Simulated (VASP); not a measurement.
A VASP calculation is set up with these files.

**KPOINTS**
```
Automatic mesh
0
Gamma
7 7 7
0 0 0
```

### INCAR
```
SYSTEM  =  SnTe
PREC  =  Accurate; ENCUT  =  520; LREAL  =  .FALSE.
LASPH  =  .TRUE.
EDIFF  =  1E-7; NELM  =  100; ALGO  =  Normal
LMAXMIX  =  4
ISMEAR  =  0; SIGMA  =  0.05
GGA  =  PS
ISIF  =  2
LWAVE  =  .FALSE.; LCHARG  =  .FALSE.
```

**POSCAR**
```
SnTe
1
    0.0000000000     3.2041599139     3.2041599139
    3.2041599139     0.0000000000     3.2041599139
    3.2041599139     3.2041599139     0.0000000000
Sn Te
1 1
Direct
  0.0000000000   0.0000000000   0.0000000000
  0.5000000000   0.5000000000   0.5000000000
```

POTCAR, in this order: Sn_d Te (PBE.64 set). Program: vasp_std.

Task: Translate this PBEsol calculation to Quantum ESPRESSO's pw.x.

Result: One equivalent input (not run):
```
&CONTROL
  calculation = 'scf'
  pseudo_dir = './pseudo'
  outdir = './out'
  tprnfor = .true.
  tstress = .true.
/
&SYSTEM
  ibrav = 0
  nat = 2
  ntyp = 2
  ecutwfc = 82.3
  occupations = 'smearing'
  smearing = 'gaussian'
  degauss = 0.003675
  input_dft = 'pbesol'
/
&ELECTRONS
  conv_thr = 7.3e-09
  electron_maxstep = 100
/
ATOMIC_SPECIES
  Sn 118.710 Sn.upf
  Te 127.600 Te.upf
CELL_PARAMETERS angstrom
     0.0000000    3.2041599    3.2041599
     3.2041599    0.0000000    3.2041599
     3.2041599    3.2041599    0.0000000
ATOMIC_POSITIONS crystal
  Sn   0.0000000  0.0000000  0.0000000
  Te   0.5000000  0.5000000  0.5000000
K_POINTS automatic
  7 7 7 0 0 0
```
The two are equivalent in intent, not identical: the potentials are each code's own (VASP's PAW set, PseudoDojo norm-conserving files in pw.x), so ENCUT and ecutwfc are chosen apart and not converted; conv_thr bounds pw.x's estimated SCF error, while EDIFF bounds the energy change between steps.

The compound is SnTe in the rock salt structure, which distorts at low temperature. This cell is one point of a volume scan, at 1.06 of the reference volume.
